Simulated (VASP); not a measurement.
# Ga4P3N (Cm) in VASP: further runs, part 2 of 2

VASP 6.6.1.

## Step 3: Band structure, PBEsol

Contents of INCAR:

```
SYSTEM = Ga4P3N
ALGO = Normal
EDIFF = 1E-7
ENCUT = 520
GGA = PS
ISIF = 2
ISMEAR = 0
KPAR = 2
LASPH = .True.
LCHARG = .False.
LREAL = .False.
LWAVE = .False.
NELM = 80
PREC = Accurate
SIGMA = 0.02
```

Contents of KPOINTS:

```
k-points
0
Gamma
  3 3 2
  0 0 0
```

Contents of POSCAR:

```
Ga4P3N                                  
1.0
   -2.6326179662      2.6326179662      0.0000000000
   -2.5968189272     -5.2294368933      2.5641988370
    2.6188949879      2.6188949879      5.1586975709
  Ga              N               P             
     4     1     3
Direct
     0.0124171372087224    0.0248342744174447    0.0390261045477758
     0.7239978418748994    0.4479956837497984    0.2423299350820672
     0.5056718566803046    0.0113437133606090    0.4640234282084067
     0.2574677661021312    0.5149355322042624    0.7501984765916294
     0.5611179245837402    0.1222358491674806    0.1887164705840696
     0.3090592097119720    0.6181184194239441    0.4223912257662557
     0.0634927025111922    0.1269854050223845    0.6876009457931921
     0.8167755613270383    0.6335511226540763    0.9557134134266035
```

Contents of KPOINTS_OPT:

```
path GYFLI,I1ZF1,YX1,XGN,MG
20
line-mode
reciprocal
 0.0000000000  0.0000000000  0.0000000000  G
 0.0000000000 -0.5000000000  1.0000000000  Y

 0.0000000000 -0.5000000000  1.0000000000  Y
 0.0000000000  0.2031250000  1.2812500000  F

 0.0000000000  0.2031250000  1.2812500000  F
 0.0000000000 -0.5000000000  0.5000000000  L

 0.0000000000 -0.5000000000  0.5000000000  L
 0.4687500000 -0.7343750000  0.5000000000  I

 0.5312500000 -0.2656250000 -0.5000000000  I1
 0.0000000000  0.0000000000 -0.5000000000  Z

 0.0000000000  0.0000000000 -0.5000000000  Z
 0.0000000000 -1.2031250000 -0.2812500000  F1

 0.0000000000 -0.5000000000  1.0000000000  Y
 0.3125000000 -0.6562500000  1.0000000000  X1

 0.6875000000 -0.3437500000  0.0000000000  X
 0.0000000000  0.0000000000  0.0000000000  G

 0.0000000000  0.0000000000  0.0000000000  G
 0.5000000000 -0.5000000000  0.5000000000  N

 0.5000000000 -0.5000000000  0.0000000000  M
 0.0000000000  0.0000000000  0.0000000000  G
```

Potentials or basis: VASP PAW PBE potentials, release 64 (Ga_d, N, P).

Started as:

```console
> cat potpaw_PBE.64/Ga_d/POTCAR potpaw_PBE.64/N/POTCAR potpaw_PBE.64/P/POTCAR > POTCAR
> mpirun -np 2 vasp_std > vasp.out
```

OUTCAR:

```text
SYSTEM = Ga4P3N
   EDIFF = 1E-7
   ENCUT = 520
   GGA = PS
   ISIF = 2
   ISMEAR = 0
   LASPH = .True.
   LREAL = .False.
   NELM = 80
   PREC = Accurate

 ion  position               nearest neighbor table
   1  0.012  0.025  0.039-   5 2.12   5 2.12   8 2.35   7 2.43
   2  0.724  0.448  0.242-   5 1.95   8 2.32   6 2.32   6 2.32
   3  0.506  0.011  0.464-   5 1.99   6 2.36   7 2.37   7 2.37
   4  0.257  0.515  0.750-   6 2.29   8 2.31   8 2.31   7 2.32
   5  0.561  0.122  0.189-   2 1.95   3 1.99   1 2.12   1 2.12
   6  0.309  0.618  0.422-   4 2.29   2 2.32   2 2.32   3 2.36
   7  0.063  0.127  0.688-   4 2.32   3 2.37   3 2.37   1 2.43
   8  0.817  0.634  0.956-   4 2.31   4 2.31   2 2.32   1 2.35

  LATTYP: Found a base centered monoclinic cell.
 ALAT       =    12.1984024790
 B/A-ratio  =     0.3052107880
 C/A-ratio  =     0.5206043923
 COS(beta)  =    -0.1876480544

  Lattice vectors:

 A1 = (  -5.2294368934,  -2.5968189271,   2.5641988370)
[... 177 lines left out ...]
 cond. band min:       5.1791270959   @ k =   0.0000   0.0000   0.0000
 fundamental gap:      0.0639548767
 Fermi energy:         5.1472196324

 k-point     1 :       0.0000    0.0000    0.0000
  band No.  band energies     occupation
      1     -10.7246      2.00000
      2      -9.7763      2.00000
      3      -9.6819      2.00000
      4      -9.6585      2.00000
      5      -9.6342      2.00000
      6      -9.6033      2.00000
[... 357 lines left out ...]
     42       8.6690      0.00000
     43       9.4134      0.00000

------------------------ aborting loop because EDIFF is reached ----------------------------------------

  FORCE on cell =-STRESS in cart. coord.  units (eV):
  Direction    XX          YY          ZZ          XY          YZ          ZX
  --------------------------------------------------------------------------------------
  -------------------------------------------------------------------------------------
  Total        0.0366904      0.0366904      0.0380104      0.0064088      0.0048983      0.0048981
  in kB        0.4150121      0.4150121      0.4299428      0.0724917      0.0554052      0.0554038
  external PRESSURE =       0.4199890 kB  Pullay stress =       0.0000000 kB

 VOLUME and BASIS-vectors are now :
 -----------------------------------------------------------------------------
  energy-cutoff  :      520.00
  volume of cell :      141.65
      direct lattice vectors                 reciprocal lattice vectors
    -2.632617966  2.632617966  0.000000000    -0.237864715  0.141985310  0.048674707
    -2.596818927 -5.229436893  2.564198837    -0.095879404 -0.095879404  0.097349414
     2.618894988  2.618894988  5.158697571     0.047658126  0.047658126  0.145458565

 POSITION                                       TOTAL-FORCE (eV/Angst)
 -----------------------------------------------------------------------------------
      0.00503      0.00503      0.26500         0.000060      0.000060     -0.003951
     -2.43474      0.19788      2.39886         0.004285      0.004285      0.008350
     -0.14547      2.48715      2.42284        -0.000940     -0.000940      0.000989
     -0.05032     -0.05032      5.19044        -0.000556     -0.000556      0.000096
     -1.30040      1.33221      1.28697         0.001168      0.001168     -0.008048
     -1.31258     -1.31258      3.76397        -0.005120     -0.005120     -0.005335
      1.30384      1.30384      3.87274        -0.003568     -0.003568      0.006292
     -1.29256      1.34006      6.55479         0.004671      0.004671      0.001606
 -----------------------------------------------------------------------------------
    total drift:                               -0.000020     -0.000005      0.000233

  FREE ENERGIE OF THE ION-ELECTRON SYSTEM (eV)
  ---------------------------------------------------
  free  energy   TOTEN  =       -41.4825275468 eV

  energy  without entropy=      -41.4824284984  energy(sigma->0) =      -41.48247802
```

OSZICAR:

```text
N       E                     dE             d eps       ncg     rms          rms(c)
DAV:   1     0.662580705582E+03    0.66258E+03   -0.32895E+04   715   0.262E+03
DAV:   2     0.730278350050E+02   -0.58955E+03   -0.57511E+03   720   0.630E+02
DAV:   3    -0.361483648058E+02   -0.10918E+03   -0.10695E+03   829   0.190E+02
DAV:   4    -0.440404614174E+02   -0.78921E+01   -0.78349E+01   906   0.509E+01
DAV:   5    -0.442668187679E+02   -0.22636E+00   -0.22582E+00   928   0.845E+00    0.106E+01
DAV:   6    -0.415683163385E+02    0.26985E+01   -0.96307E+00  1112   0.325E+01    0.562E+00
DAV:   7    -0.415200415680E+02    0.48275E-01   -0.25294E+00   730   0.101E+01    0.343E+00
DAV:   8    -0.415043185769E+02    0.15723E-01   -0.72640E-01  1021   0.766E+00    0.170E+00
DAV:   9    -0.414805573880E+02    0.23761E-01   -0.18462E-01   952   0.661E+00    0.433E-01
DAV:  10    -0.414816576530E+02   -0.11003E-02   -0.35969E-02   790   0.193E+00    0.168E-01
[... 248 further cycles ...]
DAV:   1     0.251848579495E+04    0.43030E+03      726
DAV:   2    -0.210649894143E+04   -0.46250E+04      688
DAV:   3    -0.302694093116E+04   -0.92044E+03      845
DAV:   4    -0.309514025035E+04   -0.68199E+02      850
DAV:   5    -0.309841705247E+04   -0.32768E+01     1008
DAV:   6    -0.309847560996E+04   -0.58557E-01      922
DAV:   7    -0.309847711306E+04   -0.15031E-02     1016
DAV:   8    -0.309847713626E+04   -0.23204E-04      938
DAV:   9    -0.309847713697E+04   -0.70639E-06      768
DAV:  10    -0.309847713698E+04   -0.14415E-07      541
```

stdout:

```text
POSCAR found type information on POSCAR GaN P
 POSCAR found :  3 types and       8 ions
 scaLAPACK will be used
 -----------------------------------------------------------------------------
|                                                                             |
|                                                                             |
|     You enforced a specific xc type in the INCAR file but a different       |
|     I HOPE YOU KNOW WHAT YOU ARE DOING!                                     |
|                                                                             |
 -----------------------------------------------------------------------------

 LDA part: xc-table for (Slater+PW92), standard interpolation
 POSCAR, INCAR and KPOINTS ok, starting setup
 FFT: planning ... GRIDC
 FFT: planning ... GRID_SOFT
 FFT: planning ... GRID
 WAVECAR not read
 entering main loop
 Start KPOINTS_OPT (optional k-point list driver)
k-point batch [1-8\200]
k-point batch [9-16\200]
k-point batch [17-24\200]
k-point batch [25-32\200]
k-point batch [33-40\200]
k-point batch [41-48\200]
[... 17 lines left out ...]
k-point batch [185-192\200]
k-point batch [193-200\200]
```

Run time: 6.6 min. Hardware: 2 MPI ranks of Intel Xeon Platinum 8259CL at 2.50GHz (Skylake/Cascade Lake), shared host; peak memory 0.25 GiB.

Results:

```yaml
Free_energy: -41.4825 eV
Pressure: 0.0 GPa
Largest_force: 0.010 eV/Å
Band_gap_along_the_path: none (metal or under the smearing width)
```

Forces in eV/Å, atoms in the order of the input:
```
Ga   0.000  0.000 -0.004
Ga   0.004  0.004  0.008
Ga  -0.001 -0.001  0.001
Ga  -0.001 -0.001  0.000
N    0.001  0.001 -0.008
P   -0.005 -0.005 -0.005
P   -0.004 -0.004  0.006
P    0.005  0.005  0.002
```

Levels at the corners of the path, in eV from the Fermi level:
```tsv
point	band 34	band 35	band 36	band 37	band 38	band 39
Γ	-0.59	-0.05	-0.03	0.03	2.39	2.69
Y	-0.61	-0.37	-0.33	0.28	1.70	1.91
Y	-0.61	-0.37	-0.33	0.28	1.70	1.91
F	-1.03	-0.83	-0.74	1.17	2.35	2.86
F	-1.03	-0.83	-0.74	1.17	2.35	2.86
L	-1.83	-1.11	-0.37	1.48	2.57	2.70
L	-1.83	-1.11	-0.37	1.48	2.57	2.70
I	-2.36	-1.64	-1.35	1.67	1.75	2.42
I1	-2.36	-1.64	-1.35	1.67	1.75	2.42
Z	-1.20	-1.09	-0.87	1.66	2.80	3.05
Z	-1.20	-1.09	-0.87	1.66	2.80	3.05
F1	-1.03	-0.83	-0.74	1.17	2.35	2.86
Y	-0.61	-0.37	-0.33	0.28	1.70	1.91
X1	-2.10	-2.01	-1.56	2.11	2.89	3.07
X	-2.10	-2.01	-1.56	2.11	2.89	3.07
Γ	-0.59	-0.05	-0.03	0.03	2.39	2.69
Γ	-0.59	-0.05	-0.03	0.03	2.39	2.69
N	-1.87	-1.37	-1.19	1.17	1.74	1.99
M	-2.84	-2.26	-1.67	2.90	3.03	3.31
Γ	-0.59	-0.05	-0.03	0.03	2.39	2.69
```

Caveat: the k mesh is coarse (spacing up to 0.59 Å⁻¹), so the values aren't converged; the PAW data sets were made with another functional, which shifts forces and pressure a little.
